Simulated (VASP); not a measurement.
# HPbNO4 (P2_1/m) in VASP: reference runs

How does HPbNO4 come out in PBE? The cell is run as given and disturbed, and energy against volume gives the equilibrium volume and stiffness.

Program: VASP 6.6.1. These are calculated values, not measurements. Logs are shortened: lines on timing, memory, paths and dates and some standing lists are left out, and cuts for length are marked.

**1. The crystal as given**

The structure is monoclinic, space group P2_1/m (No. 11). Conventional cell: a = 6.859 Å, b = 4.229 Å, c = 8.026 Å, α = 90.00°, β = 114.99°, γ = 90.00°. H (site symmetry m) is surrounded by 1 O at 0.99 Å. Pb (site symmetry m) is surrounded by 5 O at 2.47 to 2.74 Å. N (site symmetry m) is surrounded by 3 O at 1.24 to 1.28 Å. O (site symmetry m) is surrounded by 1 H at 0.99 Å. O (site symmetry m) has 1 N at 1.24 Å as nearest neighbours. O (site symmetry m) is surrounded by 1 N at 1.27 Å. Around O (site symmetry m) lie 1 N at 1.28 Å.

The cell was built by a generator and needn't be a form met in nature.

**2. Single point, PBE**

File INCAR:

```
ALGO = Normal
EDIFF = 1E-7
ENCUT = 520
GGA = PE
ISIF = 2
ISMEAR = -1
KPAR = 4
LASPH = True
LCHARG = True
LREAL = False
LVHAR = True
LWAVE = False
NBANDS = 57
NELM = 100
PREC = Accurate
SIGMA = 0.05
```

File KPOINTS:

```
k-points
0
Gamma
  5 6 4
```

File POSCAR:

```
HPbNO4
1.0
    6.8587600000      0.0000000000     -0.0149100000
    0.0000000000      4.2286500000      0.0000000000
   -3.3751900000      0.0000000000      7.2819400000
H Pb N O
2 2 2 8
Direct
    0.2254900000      0.7500000000      0.5073000000
    0.7745100000      0.2500000000      0.4927000000
    0.3022900000      0.2500000000      0.2849400000
    0.6977100000      0.7500000000      0.7150600000
    0.2148400000      0.7500000000      0.8356700000
    0.7851600000      0.2500000000      0.1643300000
    0.3307800000      0.7500000000      0.4533800000
    0.4090900000      0.7500000000      0.8690100000
    0.1550800000      0.7500000000      0.9653700000
    0.0708300000      0.7500000000      0.6695500000
    0.6692200000      0.2500000000      0.5466100000
    0.5909100000      0.2500000000      0.1309900000
    0.8449200000      0.2500000000      0.0346300000
    0.9291700000      0.2500000000      0.3304500000
```

Potentials or basis: VASP PAW PBE potentials, release 64 (H, Pb_d, N, O).

Run with:

```console
$ cat potpaw_PBE.64/H/POTCAR potpaw_PBE.64/Pb_d/POTCAR potpaw_PBE.64/N/POTCAR potpaw_PBE.64/O/POTCAR > POTCAR
$ mpirun -np 4 vasp_std > vasp.out
```

OUTCAR:

```text
EDIFF = 1E-7
   ENCUT = 520
   GGA = PE
   ISIF = 2
   ISMEAR = -1
   LASPH = True
   LREAL = False
   NELM = 100
   PREC = Accurate

 ion  position               nearest neighbor table
   1  0.225  0.750  0.507-   7 0.99
   2  0.775  0.250  0.493-  11 0.99
   3  0.302  0.250  0.285-   7 2.47   7 2.47  11 2.51  14 2.73  12 2.74  13 2.92   4 3.98   4 3.98

   4  0.698  0.750  0.715-  11 2.47  11 2.47   7 2.51  10 2.73   8 2.74   9 2.92   3 3.98   3 3.98

   5  0.215  0.750  0.836-   8 1.24   9 1.27  10 1.28
   6  0.785  0.250  0.164-  12 1.24  13 1.27  14 1.28
   7  0.331  0.750  0.453-   1 0.99   3 2.47   3 2.47   4 2.51
   8  0.409  0.750  0.869-   5 1.24   4 2.74
   9  0.155  0.750  0.965-   5 1.27   4 2.92
  10  0.071  0.750  0.670-   5 1.28   4 2.73
  11  0.669  0.250  0.547-   2 0.99   4 2.47   4 2.47   3 2.51
  12  0.591  0.250  0.131-   6 1.24   3 2.74
  13  0.845  0.250  0.035-   6 1.27   3 2.92
  14  0.929  0.250  0.330-   6 1.28   3 2.73

  LATTYP: Found a simple monoclinic cell.
 ALAT       =     6.8587762061
 B/A-ratio  =     0.6165312693
 C/A-ratio  =     1.1701966915
 COS(beta)  =    -0.4224971836

  Lattice vectors:

 A1 = (   6.8587600000,   0.0000000000,  -0.0149100000)
 A2 = (   0.0000000000,   4.2286500000,   0.0000000000)
 A3 = (  -3.3751900000,   0.0000000000,   7.2819400000)

Analysis of symmetry for initial positions (statically):
=====================================================================
 Subroutine PRICEL returns:
 Original cell was already a primitive cell.

 Routine SETGRP: Setting up the symmetry group for a
 simple monoclinic supercell.

 Subroutine GETGRP returns: Found  2 space group operations
 (whereof  1 operations were pure point group operations)
 out of a pool of  4 trial point group operations.

The static configuration has the point symmetry C_1 .
 The point group associated with its full space group is C_1h.

Analysis of symmetry for dynamics (positions and initial velocities):
=====================================================================
 Subroutine PRICEL returns:
 Original cell was already a primitive cell.

 Routine SETGRP: Setting up the symmetry group for a
 simple monoclinic supercell.

 Subroutine GETGRP returns: Found  2 space group operations
 (whereof  1 operations were pure point group operations)
 out of a pool of  4 trial point group operations.

The dynamic configuration has the point symmetry C_1 .
 The point group associated with its full space group is C_1h.

 Subroutine INISYM returns: Found  2 space group operations
 (whereof  1 operations are pure point group operations),
 and found     1 'primitive' translations

----------------------------------------------------------------------------------------

                                     Primitive cell

  volume of cell :     210.9875

  direct lattice vectors                    reciprocal lattice vectors
     6.858760000  0.000000000 -0.014910000     0.145946003  0.000000000  0.067646189
     0.000000000  4.228650000  0.000000000     0.000000000  0.236482092  0.000000000
    -3.375190000  0.000000000  7.281940000     0.000298829  0.000000000  0.137464550

  length of vectors
     6.858776206  4.228650000  8.026117224     0.160860942  0.236482092  0.137464875

  position of ions in fractional coordinates (direct lattice)
     0.225490000  0.750000000  0.507300000
     0.774510000  0.250000000  0.492700000
     0.302290000  0.250000000  0.284940000
     0.697710000  0.750000000  0.715060000
     0.214840000  0.750000000  0.835670000
     0.785160000  0.250000000  0.164330000
     0.330780000  0.750000000  0.453380000
     0.409090000  0.750000000  0.869010000
     0.155080000  0.750000000  0.965370000
     0.070830000  0.750000000  0.669550000
     0.669220000  0.250000000  0.546610000
     0.590910000  0.250000000  0.130990000
     0.844920000  0.250000000  0.034630000
     0.929170000  0.250000000  0.330450000

  ion indices of the primitive-cell ions
   primitive index   ion index
                 1           1
                 2           2
                 3           3
                 4           4
                 5           5
                 6           6
                 7           7
                 8           8
                 9           9
                10          10
                11          11
                12          12
                13          13
                14          14

----------------------------------------------------------------------------------------

 KPOINTS: k-points

Automatic generation of k-mesh.
 Grid dimensions read from file:
 generate k-points for:    5    6    4

 Generating k-lattice:

  Cartesian coordinates                     Fractional coordinates (reciprocal lattice)
     0.029189201  0.000000000  0.013529238     0.200000000  0.000000000  0.000000000
     0.000000000  0.039413682  0.000000000     0.000000000  0.166666667  0.000000000
     0.000074707  0.000000000  0.034366137     0.000000000  0.000000000  0.250000000

  Length of vectors
     0.032172188  0.039413682  0.034366219

  Shift w.r.t. Gamma in fractional coordinates (k-lattice)
     0.000000000  0.000000000  0.000000000

 Subroutine IBZKPT returns following result:
 ===========================================

 Found     44 irreducible k-points:

 Following reciprocal coordinates:
            Coordinates               Weight
  0.000000  0.000000  0.000000      1.000000
  0.200000  0.000000 -0.000000      2.000000
  0.400000  0.000000 -0.000000      2.000000
  0.000000  0.166667  0.000000      2.000000
  0.200000  0.166667 -0.000000      4.000000
  0.400000  0.166667 -0.000000      4.000000
[... 16 lines left out ...]
 -0.000000  0.333333  0.250000      4.000000
  0.200000  0.333333  0.250000      4.000000
 [... further k-points ...]
   k-points           NKPTS =     44   k-points in BZ     NKDIM =     44   number of bands    NBANDS=     57
   number of dos      NEDOS =    301   number of ions     NIONS =     14
   total plane-waves  NPLWV = 103680
   dimension x,y,z NGX =    54 NGY =   32 NGZ =   60
   dimension x,y,z NGXF=   108 NGYF=   64 NGZF=  120
   ions per type =               2   2   2   8
   NGX,Y,Z   is equivalent  to a cutoff of  13.09, 12.58, 12.43 a.u.
   NGXF,Y,Z  is equivalent  to a cutoff of  26.18, 25.16, 24.86 a.u.
 SYSTEM =  unknown system
   PREC   = accura    normal or accurate (medium, high low for compatibility)
   ISTART =      0    job   : 0-new  1-cont  2-samecut
   ICHARG =      2    charge: 1-file 2-atom 10-const
   ISPIN  =      1    spin polarized calculation?
   LNONCOLLINEAR =      F non collinear calculations
   LSORBIT =      F    spin-orbit coupling
   LASPH  =      T    aspherical Exc in radial PAW
   ENCUT  =  520.0 eV  38.22 Ry    6.18 a.u.  12.75  7.86 14.92*2*pi/ulx,y,z
   NELM   =    100;   NELMIN=  2; NELMDL= -5     # of ELM steps
   EDIFF  = 0.1E-06   stopping-criterion for ELM
   LREAL  =      F    real-space projection
   EDIFFG = 0.1E-05   stopping-criterion for IOM
   NSW    =      0    number of steps for IOM
   IBRION =     -1    ionic relax: 0-MD 1-quasi-New 2-CG
   NFREE  =      0    steps in history (QN), initial steepest desc. (CG)
   ISIF   =      2    stress and relaxation
   ISYM   =      2    0-nonsym 1-usesym 2-fastsym
   POTIM  = 0.5000    time-step for ionic-motion
   TEBEG  =    0.0;   TEEND  =   0.0 temperature during run
   PSTRESS=    0.0 pullay stress
   NELECT =      88.0000    total number of electrons
   NUPDOWN=      -1.0000    fix difference up-down
   EMIN   =  10.00;   EMAX   =-10.00  energy-range for DOS
   EFERMI =   0.00;   METHOD = LEGACY
   ISMEAR =    -1;   SIGMA  =   0.05  broadening in eV -4-tet -1-fermi 0-gaus
   EFERMI_NEDOS =   21; number of points for ismear=-14 and -15
   IALGO  =     38    algorithm
   IMIX   =      4    mixing-type and parameters
     AMIX     =   0.40;   BMIX     =  1.00
     AMIX_MAG =   1.60;   BMIX_MAG =  1.00
  volume/ion in A,a.u.               =      15.07       101.70
  Fermi-wavevector in a.u.,A,eV,Ry     =   1.223161  2.311439 20.355976  1.496122
  Thomas-Fermi vector in A             =   2.358282
   LORBIT       =      0    0 simple, 1 ext, 2 COOP (PROOUT), +10 PAW based schemes
   GGA     = PE    functional components
   LHFCALC =     F    Hartree Fock is set to
   AEXX    =    0.0000 exact exchange contribution
   IVDW    =     0    specifies the selected vdW correction
   LEPSILON=     F    determine dielectric tensor
   LRPA    =     F    only Hartree local field effects (RPA)
 non-spin polarized calculation
  energy-cutoff  :      520.00
  volume of cell :      210.99
 maximum number of plane-waves:      5716
 NGX is ok and might be reduce to    54
   NGX = 25   NGY = 15   NGZ = 29

 number of electron      87.9999984 magnetization

 Free energy of the ion-electron system (eV)
  ---------------------------------------------------
  ext. energy  EPLUGINS =         0.00000000
  ---------------------------------------------------
  free energy    TOTEN  =       -81.10801131 eV

  energy without entropy =      -81.10801130  energy(sigma->0) =      -81.10801131

 E-fermi :   1.6079     XC(G=0):  -8.3888

 val. band max:        0.4682763161   @ k =   0.4000   0.0000   0.5000
 cond. band min:       3.5325834235   @ k =  -0.0000   0.3333   0.5000
 fundamental gap:      3.0643071073
 Fermi energy:         1.6079240879

 k-point     1 :       0.0000    0.0000    0.0000
  band No.  band energies     occupation
      1     -25.1435      2.00000
      2     -25.1058      2.00000
      3     -19.8221      2.00000
      4     -19.7400      2.00000
      5     -19.4606      2.00000
      6     -19.4056      2.00000
[... 48 lines left out ...]
     55       9.3775      0.00000
     56      10.1181      0.00000

 k-point     2 :       0.2000    0.0000   -0.0000
  band No.  band energies     occupation
      1     -25.1409      2.00000
      2     -25.1080      2.00000
      3     -19.8189      2.00000
      4     -19.7475      2.00000
      5     -19.4580      2.00000
      6     -19.4078      2.00000
[... 48 lines left out ...]
     55       9.4266      0.00000
     56       9.8443      0.00000

 k-point     3 :       0.4000    0.0000   -0.0000
  band No.  band energies     occupation
      1     -25.1359      2.00000
      2     -25.1124      2.00000
      3     -19.8115      2.00000
      4     -19.7616      2.00000
      5     -19.4533      2.00000
      6     -19.4119      2.00000
[... 1172 lines left out ...]
 k-point    23 :      -0.0000    0.3333    0.2500
  band No.  band energies     occupation
      1     -25.1297      2.00000
      2     -25.1124      2.00000
      3     -19.7973      2.00000
      4     -19.7579      2.00000
      5     -19.4401      2.00000
      6     -19.4206      2.00000
[... 48 lines left out ...]
     55       9.3945      0.00000
     56      10.0168      0.00000

 k-point    24 :       0.2000    0.3333    0.2500
  band No.  band energies     occupation
      1     -25.1279      2.00000
      2     -25.1137      2.00000
      3     -19.7963      2.00000
      4     -19.7627      2.00000
      5     -19.4380      2.00000
      6     -19.4227      2.00000
[... 48 lines left out ...]
     55       9.3570      0.00000
     56      10.1581      0.00000

 [... further k-points ...]

 [bands above 56 left out]

------------------------ aborting loop because EDIFF is reached ----------------------------------------

  FORCE on cell =-STRESS in cart. coord.  units (eV):
  Direction    XX          YY          ZZ          XY          YZ          ZX
  --------------------------------------------------------------------------------------
  -------------------------------------------------------------------------------------
  Total        1.4385833     -0.2305296      1.0363791      0.0000000      0.0000000     -0.0388831
  in kB       10.9241826     -1.7505747      7.8699614      0.0000000      0.0000000     -0.2952672
  external PRESSURE =       5.6811898 kB  Pullay stress =       0.0000000 kB

 VOLUME and BASIS-vectors are now :
 -----------------------------------------------------------------------------
  energy-cutoff  :      520.00
  volume of cell :      210.99
      direct lattice vectors                 reciprocal lattice vectors
     6.858760000  0.000000000 -0.014910000     0.145946003  0.000000000  0.067646189
     0.000000000  4.228650000  0.000000000     0.000000000  0.236482092  0.000000000
    -3.375190000  0.000000000  7.281940000     0.000298829  0.000000000  0.137464550

 POSITION                                       TOTAL-FORCE (eV/Angst)
 -----------------------------------------------------------------------------------
     -0.16565      3.17149      3.69077        -0.091652      0.000000      0.036461
      3.64922      1.05716      3.57626         0.093932      0.000000     -0.037537
      1.11161      1.05716      2.07041         0.009568      0.000000     -0.008638
      2.37196      3.17149      5.19662        -0.009468      0.000000      0.008355
     -1.34701      3.17149      6.08210        -0.089075      0.000000     -0.021350
      4.83058      1.05716      1.18493         0.089015      0.000000      0.021478
      0.73850      3.17149      3.29655         0.074509      0.000000     -0.031133
     -0.12722      3.17149      6.32198         0.457237      0.000000      0.076228
     -2.19465      3.17149      7.02745        -0.240868      0.000000      0.260538
     -1.77405      3.17149      4.87457        -0.113615      0.000000     -0.314002
      2.74511      1.05716      3.97040        -0.076942      0.000000      0.032620
      3.61079      1.05716      0.94505        -0.457192      0.000000     -0.076274
      5.67822      1.05716      0.23958         0.240905      0.000000     -0.260644
      5.25762      1.05716      2.39246         0.113646      0.000000      0.313898
 -----------------------------------------------------------------------------------
    total drift:                                0.000008     -0.000000     -0.000012

  FREE ENERGIE OF THE ION-ELECTRON SYSTEM (eV)
  ---------------------------------------------------
  free  energy   TOTEN  =       -81.1080113051 eV

  energy  without entropy=      -81.1080113050  energy(sigma->0) =      -81.10801131
```

It took 1.7 min on 4 MPI ranks of Intel Xeon 6975P-C (Granite Rapids), shared host; peak memory 0.6 GiB.

Results:

- Free energy: -81.1080 eV
- Pressure: 0.6 GPa
- Largest force: 0.464 eV/Å
- Band gap on the k mesh: 3.06 eV, indirect (least direct gap 3.27 eV)

Forces on the atoms (eV/Å):
```
H   -0.092  0.000  0.036
H    0.094  0.000 -0.038
Pb   0.010  0.000 -0.009
Pb  -0.009  0.000  0.008
N   -0.089  0.000 -0.021
N    0.089  0.000  0.021
O    0.075  0.000 -0.031
O    0.457  0.000  0.076
O   -0.241  0.000  0.261
O   -0.114  0.000 -0.314
O   -0.077  0.000  0.033
O   -0.457  0.000 -0.076
O    0.241  0.000 -0.261
O    0.114  0.000  0.314
```

Stress tensor (GPa, compression positive):
```
 1.09  0.00 -0.03
 0.00 -0.18  0.00
-0.03  0.00  0.79
```

Caveat: the standard files for N, O and F lose accuracy on very short bonds; spin-orbit coupling is left out, which as a rule narrows the gap of such compounds by several tenths of an eV; an odd mesh through Γ misses points on the zone boundary, where band edges often lie. Expect the measured gap to be larger: semilocal functionals such as PBE lack the derivative discontinuity.

(Continued in part 2 of 2.)
